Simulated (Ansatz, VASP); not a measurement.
# Ge2Sb2Te5: VASP beside Ansatz, part 2 of 3

Aim: how closely do two programs agree when they are given the same cell, functional and k mesh?  Valence electrons are named where the data sets of a main pair hold unlike numbers.

VASP 6.6.1 and Ansatz 0.2.0.

So far. Step 2 (VASP: band structure, PBEsol): Spin-orbit coupling is off here; with elements this heavy it splits and shifts levels by tenths of an eV or more. At this level the cell is under a tension of 2.5 GPa, so at these settings it is away from equilibrium.

**4. Comparison**

Known differences besides the potentials themselves: the data sets hold 138 valence electrons in Ansatz (on its default PAW (the set named soft_2) files) and 68 in VASP; the cutoff is 420 eV in Ansatz and 410 eV in VASP; Ansatz makes its cores anew for this functional, VASP keeps those of its PBE data sets; VASP leaves aspherical gradient terms in its spheres out (LASPH is not set), Ansatz keeps them. Total energies have different zeros and are not compared.

Both answers:

```
                     quantity  Ansatz   VASP  difference
               pressure (GPa)   -2.49  -2.50       +0.01
gap over the path points (eV)   0.229  0.213      +0.015
```

Forces (eV/Å; atoms numbered as in POSCAR):

```
atom        Ansatz x, y, z          VASP x, y, z
 Ge1   0.000, 0.000, 0.025   0.000, 0.000, 0.024
 Ge2  0.000, 0.000, -0.025  0.000, 0.000, -0.024
 Sb3  0.000, 0.000, -0.061  0.000, 0.000, -0.036
 Sb4   0.000, 0.000, 0.061   0.000, 0.000, 0.036
 Te5   0.000, 0.000, 0.000   0.000, 0.000, 0.000
 Te6   0.000, 0.000, 0.112   0.000, 0.000, 0.108
 Te7  0.000, 0.000, -0.112  0.000, 0.000, -0.108
 Te8   0.000, 0.000, 0.253   0.000, 0.000, 0.226
 Te9  0.000, 0.000, -0.253  0.000, 0.000, -0.226
```

Levels at points of the path, from each program's valence-band top (eV; 4 filled, then empty):

```
k (reciprocal lattice)                                  Ansatz                                    VASP
     0.000 0.000 0.000   -1.25 -1.16 -0.84 0.00 0.28 0.28 0.28   -1.26 -1.17 -0.85 0.00 0.27 0.27 0.27
     0.136 0.000 0.000  -1.10 -1.06 -0.82 -0.23 0.52 0.61 0.99  -1.11 -1.07 -0.82 -0.23 0.51 0.59 0.98
     0.318 0.000 0.000  -1.78 -1.31 -1.12 -0.74 0.84 0.90 1.31  -1.79 -1.32 -1.13 -0.75 0.83 0.89 1.30
     0.500 0.000 0.000  -1.62 -1.52 -1.31 -0.83 0.44 0.94 1.03  -1.63 -1.53 -1.31 -0.84 0.43 0.93 1.02
     0.470 0.061 0.000  -2.00 -1.37 -0.91 -0.65 0.46 0.50 0.72  -2.01 -1.38 -0.92 -0.66 0.45 0.48 0.71
     0.409 0.182 0.000  -1.72 -1.36 -1.15 -0.82 0.56 1.18 1.29  -1.73 -1.37 -1.15 -0.83 0.55 1.16 1.28
     0.348 0.303 0.000  -2.29 -0.80 -0.78 -0.69 0.70 0.74 0.98  -2.30 -0.81 -0.79 -0.69 0.69 0.73 0.96
     0.303 0.303 0.000  -2.23 -0.95 -0.89 -0.63 0.74 0.88 1.02  -2.23 -0.95 -0.90 -0.64 0.73 0.86 1.01
     0.182 0.182 0.000  -1.61 -1.11 -0.64 -0.58 0.65 0.91 0.95  -1.62 -1.12 -0.65 -0.58 0.64 0.90 0.94
     0.061 0.061 0.000  -1.24 -0.70 -0.59 -0.41 0.23 0.60 0.68  -1.25 -0.71 -0.60 -0.41 0.21 0.59 0.67
```

The forces differ by 10 meV/Å r.m.s., which is 14.5 % of the r.m.s. force of 0.069 eV/Å (both taken over all components). Among the levels compared at these points, filled levels agree within 17 meV and empty ones within 17 meV. VASP's last cycles still show a density residual of 3e-03, so its state may not be settled. Ansatz's pressure holds a Pulay correction of 0.03 GPa; VASP's holds none.

**5. VASP: band structure, r2SCAN**

Levels along a path test the potential and the projectors away from the mesh points.

The input, INCAR:

```
SYSTEM = Ge2Sb2Te5
PREC = Accurate
ENCUT = 410
EDIFF = 1E-06
NELM = 100
ISMEAR = 0
SIGMA = 0.02
LREAL = .FALSE.
ALGO = Normal
METAGGA = R2SCAN
LASPH = .TRUE.
NBANDS = 56
LORBIT = 11
LWAVE = .FALSE.
LCHARG = .FALSE.
KPAR = 2
NCORE = 4
```

The input, POSCAR:

```
Ge2Sb2Te5
1.0
    4.2940644248      0.0000000000      0.0000000000
   -2.1470322124      3.7187688774      0.0000000000
    0.0000000000      0.0000000000     17.1013460000
Ge Sb Te
2 2 5
Direct
    0.3333333300      0.6666666700      0.8971050000
    0.6666666700      0.3333333300      0.1028950000
    0.0000000000      0.0000000000      0.6799320000
    0.0000000000      0.0000000000      0.3200680000
    0.0000000000      0.0000000000      0.0000000000
    0.6666666700      0.3333333300      0.7984580000
    0.3333333300      0.6666666700      0.2015420000
    0.3333333300      0.6666666700      0.5801080000
    0.6666666700      0.3333333300      0.4198920000
```

The input, KPOINTS:

```
Automatic mesh
0
Gamma
4 4 1
0 0 0
```

The input, KPOINTS_OPT:

```
Line mode
12
Line-mode
Reciprocal
  0.00000000   0.00000000   0.00000000 GAMMA
  0.50000000   0.00000000   0.00000000 M

  0.50000000   0.00000000   0.00000000 M
  0.33333333   0.33333333   0.00000000 K

  0.33333333   0.33333333   0.00000000 K
  0.00000000   0.00000000   0.00000000 GAMMA

  0.00000000   0.00000000   0.00000000 GAMMA
  0.00000000   0.00000000   0.50000000 A

  0.00000000   0.00000000   0.50000000 A
  0.50000000   0.00000000   0.50000000 L

  0.50000000   0.00000000   0.50000000 L
  0.33333333   0.33333333   0.50000000 H

  0.33333333   0.33333333   0.50000000 H
  0.00000000   0.00000000   0.50000000 A

  0.50000000   0.00000000   0.50000000 L
  0.50000000   0.00000000   0.00000000 M

  0.33333333   0.33333333   0.00000000 K
  0.33333333   0.33333333   0.50000000 H
```

PAW data sets: Ge_d, Sb and Te (PBE family, release 64).

Launch:

```
> mpirun -np 8 vasp_std
```

Numbers of over 12 decimals in the logs are rounded to 6 here.

What it wrote:

```text
[banner, memory and clock lines left out]
running    8 mpi-ranks, on    1 nodes
[...]
[... a notice as in an earlier step ...]

 LDA part: xc-table for (None), standard interpolation
 POSCAR, INCAR and KPOINTS ok, starting setup
[...]
entering main loop
       N       E                     dE             d eps       ncg     rms          rms(c)
DAV:   1     0.362009382995E+03    0.36201E+03   -0.23772E+04   592   0.146E+03
DAV:   2    -0.126750393633E+03   -0.48876E+03   -0.45695E+03   472   0.504E+02
DAV:   3    -0.211044272834E+03   -0.84294E+02   -0.82158E+02   536   0.118E+02
DAV:   4    -0.216046813538E+03   -0.50025E+01   -0.49753E+01   520   0.359E+01
[...]
DAV:  18    -0.206939429393E+03    0.21144E-05   -0.16593E-06   424   0.655E-03    0.432E-02
DAV:  19    -0.206939427390E+03    0.20026E-05   -0.13442E-06   336   0.434E-03    0.165E-02
DAV:  20    -0.206939427102E+03    0.28775E-06   -0.27244E-07   296   0.211E-03
   1 F= -.20693943E+03 E0= -.20693943E+03  d E =-.130580E-11
 Start KPOINTS_OPT (optional k-point list driver)
k-point batch [1-4\108]
       N       E                     dE             ncg
DAV:   1     0.100244221940E+04    0.50305E+03      584
DAV:   2    -0.995338103151E+03   -0.19978E+04      480
DAV:   3    -0.135481984826E+04   -0.35948E+03      536
DAV:   4    -0.137694388078E+04   -0.22124E+02      528
DAV:   5    -0.137753886421E+04   -0.59498E+00      576
DAV:   6    -0.137756298155E+04   -0.24117E-01      592
DAV:   7    -0.137756364109E+04   -0.65953E-03      592
DAV:   8    -0.137756366488E+04   -0.23793E-04      568
DAV:   9    -0.137756366577E+04   -0.88739E-06      424
[...]
k-point batch [105-108\108]
       N       E                     dE             ncg
DAV:   1     0.761051299279E+03   -0.66444E+04      592
DAV:   2    -0.121555687447E+04   -0.19766E+04      496
DAV:   3    -0.154615020728E+04   -0.33059E+03      552
DAV:   4    -0.156494459319E+04   -0.18794E+02      536
[...]
DAV:   8    -0.156550607413E+04   -0.24002E-04      560
DAV:   9    -0.156550607536E+04   -0.12233E-05      440
DAV:  10    -0.156550607543E+04   -0.69843E-07      328
```

Parts of OUTCAR (step 5):

```text
  Total       -1.0903556     -1.0903556     -1.7305799     -0.0000000      0.0000000      0.0000000
  in kB       -6.3970644     -6.3970644    -10.1532297     -0.0000000      0.0000000      0.0000000
  external PRESSURE =      -7.6491195 kB  Pullay stress =       0.0000000 kB

 POSITION                                       TOTAL-FORCE (eV/Angst)
 -----------------------------------------------------------------------------------
     -0.00000      2.47918     15.34170        -0.000000      0.000000      0.031479
      2.14703      1.23959      1.75964        -0.000000      0.000000     -0.031479
      0.00000      0.00000     11.62775        -0.000000      0.000000     -0.117865
      0.00000      0.00000      5.47359        -0.000000     -0.000000      0.117865
      0.00000      0.00000      0.00000        -0.000000      0.000000     -0.000000
      2.14703      1.23959     13.65471        -0.000000     -0.000000      0.132676
     -0.00000      2.47918      3.44664         0.000000      0.000000     -0.132676
     -0.00000      2.47918      9.92063        -0.000000      0.000000      0.392804
      2.14703      1.23959      7.18072         0.000000      0.000000     -0.392804
 -----------------------------------------------------------------------------------
    total drift:                                0.000000      0.000000      0.000000

  FREE ENERGIE OF THE ION-ELECTRON SYSTEM (eV)
  ---------------------------------------------------
  free  energy   TOTEN  =      -206.9394271024 eV

  energy  without entropy=     -206.9394271024  energy(sigma->0) =     -206.93942710

[... 2 parts as in an earlier step ...]

[... 1 further part left out ...]
[key lines of the parts left out:]
E-fermi :   6.3101
```

The run ends at a pressure of -0.76 GPa, with forces up to 0.39 eV/Å.

**6. Ansatz: band structure, r2SCAN**

The same cell, functional, mesh and smearing now go to Ansatz, which takes its cutoff from its data sets.

The input, input.yaml:

```yaml
crystal:
  lattice:
    - [4.2940644248, 0.0, 0.0]
    - [-2.1470322124, 3.7187688774, 0.0]
    - [0.0, 0.0, 17.101346]
  atoms:
    - { symbol: Ge, position: [0.33333333, 0.66666667, 0.897105] }
    - { symbol: Ge, position: [0.66666667, 0.33333333, 0.102895] }
    - { symbol: Sb, position: [0.0, 0.0, 0.679932] }
    - { symbol: Sb, position: [0.0, 0.0, 0.320068] }
    - { symbol: Te, position: [0.0, 0.0, 0.0] }
    - { symbol: Te, position: [0.66666667, 0.33333333, 0.798458] }
    - { symbol: Te, position: [0.33333333, 0.66666667, 0.201542] }
    - { symbol: Te, position: [0.33333333, 0.66666667, 0.580108] }
    - { symbol: Te, position: [0.66666667, 0.33333333, 0.419892] }
hamiltonian:
  xc: r2scan
  pseudopotentials: { kind: paw }
kpoints:
  mp_grid: { grid: [4, 4, 1] }
  band_path:
    path:
      - [0.0, 0.0, 0.0]
      - [0.13636, 0.0, 0.0]
      - [0.31818, 0.0, 0.0]
      - [0.5, 0.0, 0.0]
      - [0.4697, 0.06061, 0.0]
      - [0.40909, 0.18182, 0.0]
      - [0.34848, 0.30303, 0.0]
      - [0.30303, 0.30303, 0.0]
      - [0.18182, 0.18182, 0.0]
      - [0.06061, 0.06061, 0.0]
      - [0.0, 0.0, 0.0]
      - [0.0, 0.0, 0.18182]
      - [0.0, 0.0, 0.36364]
      - [0.0, 0.0, 0.5]
      - [0.13636, 0.0, 0.5]
      - [0.31818, 0.0, 0.5]
      - [0.5, 0.0, 0.5]
      - [0.4697, 0.06061, 0.5]
      - [0.40909, 0.18182, 0.5]
      - [0.34848, 0.30303, 0.5]
      - [0.30303, 0.30303, 0.5]
      - [0.18182, 0.18182, 0.5]
      - [0.06061, 0.06061, 0.5]
      - [0.5, 0.0, 0.5]
      - [0.5, 0.0, 0.31818]
      - [0.5, 0.0, 0.13636]
      - [0.5, 0.0, 0.0]
      - [0.33333, 0.33333, 0.13636]
      - [0.33333, 0.33333, 0.31818]
      - [0.33333, 0.33333, 0.5]
    npoints: 1
scf:
  occupations: { method: gaussian, width: 0.02 }
  n_extra_bands: 10
output:
  forces: true
  stress: true
  eigenvalues: true
  write_density: true
  write_potential: true
  elf: true
  volumetric_format: npy
```

Launch:

```
> ansatz run input.yaml --threads 4 --pin off --max-ram 9216MiB --backend cpu --events-out ev --progress --plain --runs-dir out
```

What it wrote:

```text
[...]
Crystal: 9 atoms, lattice volume = 273.085 Å³
Basis set: ecut = 500 eV, 6897 PW (Γ), exchange–correlation on 128×128×500 points (64 copies of the dense FFT grid, shifted against one another)
Bands: 79, of which v1, the nominal top of the filled ones, is band 69 counted from 1 (68 counted from 0)
Symmetry: 12 space group operations
[...]
k-points: 4 of 16
[...]
--- Band table (eV) ---
  k-point 0: bands = [... 65 lower, 7.6811, 8.0295, 8.3014, 9.1513, 9.3686, 9.3686, 9.6257, 10.0390, ... 6 higher]
  k-point 1: bands = [... 65 lower, 7.4628, 7.7742, 8.3947, 8.6007, 9.8062, 10.0472, 10.1753, 10.7349, ... 6 higher]
  k-point 2: bands = [... 65 lower, 7.3432, 7.4134, 7.7464, 8.3135, 9.6391, 10.1430, 10.2227, 10.4218, ... 6 higher]
  k-point 3: bands = [... 65 lower, 7.0568, 7.4568, 7.8422, 8.4566, 10.0334, 10.6851, 10.7459, 10.8270, ... 6 higher]
[key lines of the parts left out:]
SCF converged after 9 iterations
Free energy (F): -56578.878590 eV
Fermi energy:    9.259306 eV
P = ⅓ Tr σ = -0.6620 GPa (-6.620 kbar)
```

It took 9.8 s on 4 threads of Arm Neoverse V2, shared host; peak memory 1.4 GiB.

**7. Comparison**

What differs besides the data sets and the points named for the pairs above, as far as they apply: VASP keeps PBE cores, Ansatz makes them for the functional; the data sets hold 138 valence electrons in Ansatz (on its default PAW (the set named soft_2) files) and 68 in VASP; the cutoff is 500 eV in Ansatz and 410 eV in VASP. Total energies have different zeros and are not compared.

Both answers:

```
                     quantity  Ansatz   VASP  difference
               pressure (GPa)   -0.66  -0.76       +0.10
gap over the path points (eV)   0.217  0.214      +0.003
```

Forces (eV/Å; atoms numbered as in POSCAR):

```
atom        Ansatz x, y, z          VASP x, y, z
 Ge1   0.000, 0.000, 0.030   0.000, 0.000, 0.031
 Ge2  0.000, 0.000, -0.030  0.000, 0.000, -0.031
 Sb3  0.000, 0.000, -0.138  0.000, 0.000, -0.118
 Sb4   0.000, 0.000, 0.138   0.000, 0.000, 0.118
 Te5   0.000, 0.000, 0.000   0.000, 0.000, 0.000
 Te6   0.000, 0.000, 0.136   0.000, 0.000, 0.133
 Te7  0.000, 0.000, -0.136  0.000, 0.000, -0.133
 Te8   0.000, 0.000, 0.410   0.000, 0.000, 0.393
 Te9  0.000, 0.000, -0.410  0.000, 0.000, -0.393
```

Levels at points of the path, from each program's valence-band top (eV; 4 filled, then empty):

```
k (reciprocal lattice)                                  Ansatz                                    VASP
     0.000 0.000 0.000   -1.47 -1.12 -0.85 0.00 0.22 0.22 0.47   -1.47 -1.14 -0.85 0.00 0.21 0.21 0.47
     0.136 0.000 0.000  -1.29 -1.21 -0.94 -0.28 0.56 0.62 0.94  -1.29 -1.21 -0.95 -0.28 0.55 0.61 0.94
     0.318 0.000 0.000  -1.94 -1.53 -1.18 -0.77 0.79 1.02 1.42  -1.94 -1.53 -1.19 -0.77 0.78 1.01 1.41
     0.500 0.000 0.000  -1.81 -1.74 -1.41 -0.84 0.49 0.99 1.07  -1.81 -1.74 -1.40 -0.84 0.48 0.99 1.06
     0.470 0.061 0.000  -2.20 -1.59 -1.05 -0.67 0.51 0.52 0.79  -2.20 -1.59 -1.05 -0.67 0.50 0.51 0.79
     0.409 0.182 0.000  -1.92 -1.51 -1.25 -0.92 0.63 1.24 1.32  -1.92 -1.51 -1.26 -0.92 0.62 1.23 1.31
     0.348 0.303 0.000  -2.42 -0.94 -0.92 -0.81 0.76 0.80 1.03  -2.42 -0.94 -0.92 -0.81 0.75 0.79 1.02
     0.303 0.303 0.000  -2.35 -1.08 -1.02 -0.77 0.79 0.94 1.08  -2.35 -1.08 -1.02 -0.77 0.79 0.93 1.07
     0.182 0.182 0.000  -1.78 -1.30 -0.71 -0.69 0.69 0.92 1.03  -1.78 -1.30 -0.71 -0.69 0.68 0.91 1.03
     0.061 0.061 0.000  -1.40 -0.78 -0.67 -0.49 0.25 0.63 0.71  -1.41 -0.79 -0.67 -0.49 0.24 0.62 0.71
```

The forces differ by 7.3 meV/Å r.m.s., which is 6.2 % of the r.m.s. force of 0.118 eV/Å (both taken over all components). Among the levels compared at these points, filled levels agree within 17 meV and empty ones within 12 meV.

**8. Further runs**

Further runs change the set-up of one program: Ansatz's method, potentials or start, or VASP's data sets, cutoff or form of LDA. The table gives Ansatz less VASP for each quantity, since a change that brings one quantity closer may part another.

```
                              run  r.m.s. force difference (meV/Å)  pressure (GPa)  gap over the path points (eV)
                         as above                              7.3            0.10                         0.0028
Ansatz's all-electron LAPW method                              7.8            0.11                         2.0e-4
```

**9. VASP: band structure, BLYP**

The same path points are solved in both programs, so levels can be compared one by one.

INCAR: that of step 5 with these lines changed.

```diff
@@ -9,4 +9,7 @@
 ALGO = Normal
-METAGGA = R2SCAN
-LASPH = .TRUE.
+GGA = B5
+ALDAX = 1
+AGGAX = 1
+AGGAC = 1
+ALDAC = 0
 NBANDS = 56
```

POSCAR is that of step 5.

KPOINTS is that of step 5.

KPOINTS_OPT is that of step 5.

Launch:

```
> mpirun -np 8 vasp_std
```

What it wrote:

```text
[banner, memory and clock lines left out]
running    8 mpi-ranks, on    1 nodes
[...]
[... a notice as in an earlier step ...]

 LDA part: xc-table for (Slater(with rela. corr.)+VWN5), standard interpolation
 POSCAR, INCAR and KPOINTS ok, starting setup
[...]
entering main loop
       N       E                     dE             d eps       ncg     rms          rms(c)
DAV:   1     0.541961247770E+03    0.54196E+03   -0.23065E+04   592   0.142E+03
DAV:   2     0.607669182434E+02   -0.48119E+03   -0.44999E+03   480   0.489E+02
DAV:   3    -0.228951520327E+02   -0.83662E+02   -0.81573E+02   544   0.116E+02
DAV:   4    -0.279723251235E+02   -0.50772E+01   -0.50500E+01   520   0.358E+01
[...]
DAV:  15    -0.278775073839E+02    0.70614E-05   -0.28478E-05   472   0.164E-02    0.196E-02
DAV:  16    -0.278775086319E+02   -0.12480E-05   -0.25672E-06   464   0.522E-03    0.205E-02
DAV:  17    -0.278775086430E+02   -0.11153E-07   -0.80055E-08   304   0.148E-03
   1 F= -.27877509E+02 E0= -.27877509E+02  d E =-.117187E-14
 Start KPOINTS_OPT (optional k-point list driver)
k-point batch [1-4\108]
       N       E                     dE             ncg
DAV:   1     0.117846755440E+04    0.67908E+03      584
DAV:   2    -0.749664632774E+03   -0.19281E+04      472
DAV:   3    -0.110523607326E+04   -0.35557E+03      544
DAV:   4    -0.112738708716E+04   -0.22151E+02      528
DAV:   5    -0.112803608294E+04   -0.64900E+00      560
DAV:   6    -0.112806721448E+04   -0.31132E-01      592
DAV:   7    -0.112806774569E+04   -0.53120E-03      600
DAV:   8    -0.112806777472E+04   -0.29031E-04      576
DAV:   9    -0.112806777558E+04   -0.86302E-06      416
[...]
k-point batch [105-108\108]
       N       E                     dE             ncg
DAV:   1     0.958695199591E+03   -0.64468E+04      584
DAV:   2    -0.955615989806E+03   -0.19143E+04      496
DAV:   3    -0.128421408851E+04   -0.32860E+03      536
DAV:   4    -0.130346637710E+04   -0.19252E+02      560
DAV:   5    -0.130406064653E+04   -0.59427E+00      496
DAV:   6    -0.130409016309E+04   -0.29517E-01      584
DAV:   7    -0.130409169464E+04   -0.15316E-02      592
DAV:   8    -0.130409171263E+04   -0.17981E-04      592
DAV:   9    -0.130409171333E+04   -0.70073E-06      392
```

Parts of OUTCAR (step 9):

```text
  Total        7.5727496      7.5727496      6.6581132      0.0000000      0.0000000      0.0000000
  in kB       44.4289593     44.4289593     39.0628315      0.0000000      0.0000000      0.0000000
  external PRESSURE =      42.6402500 kB  Pullay stress =       0.0000000 kB

 POSITION                                       TOTAL-FORCE (eV/Angst)
 -----------------------------------------------------------------------------------
     -0.00000      2.47918     15.34170        -0.000000      0.000000      0.042190
      2.14703      1.23959      1.75964         0.000000      0.000000     -0.042190
      0.00000      0.00000     11.62775        -0.000000      0.000000     -0.052566
      0.00000      0.00000      5.47359         0.000000      0.000000      0.052566
      0.00000      0.00000      0.00000        -0.000000      0.000000     -0.000000
      2.14703      1.23959     13.65471        -0.000000     -0.000000      0.107112
     -0.00000      2.47918      3.44664        -0.000000      0.000000     -0.107112
     -0.00000      2.47918      9.92063        -0.000000      0.000000      0.020247
      2.14703      1.23959      7.18072        -0.000000      0.000000     -0.020247
 -----------------------------------------------------------------------------------
    total drift:                                0.000000      0.000000      0.000000

  FREE ENERGIE OF THE ION-ELECTRON SYSTEM (eV)
  ---------------------------------------------------
  free  energy   TOTEN  =       -27.8775086430 eV

  energy  without entropy=      -27.8775086430  energy(sigma->0) =      -27.87750864

[... 2 parts as in an earlier step ...]

[... 1 further part left out ...]
[key lines of the parts left out:]
E-fermi :   6.7744
```

At this level the cell is under a pressure of 4.3 GPa, so at these settings it is away from equilibrium.

[end of part 2 of 3]

[Lines on the potential files, build, host, timing and source positions are cut from VASP's logs without a mark.]

[Logs are printed without paths, hosts, clocks, repeated set-up lines and the standing remarks that a program may print on its own settings, such as how far it seeks lower states.]

[Hosts, paths, dates, database ids (printed as entryN), source tags and the programs' standing remarks are cut or masked in the printed files.]
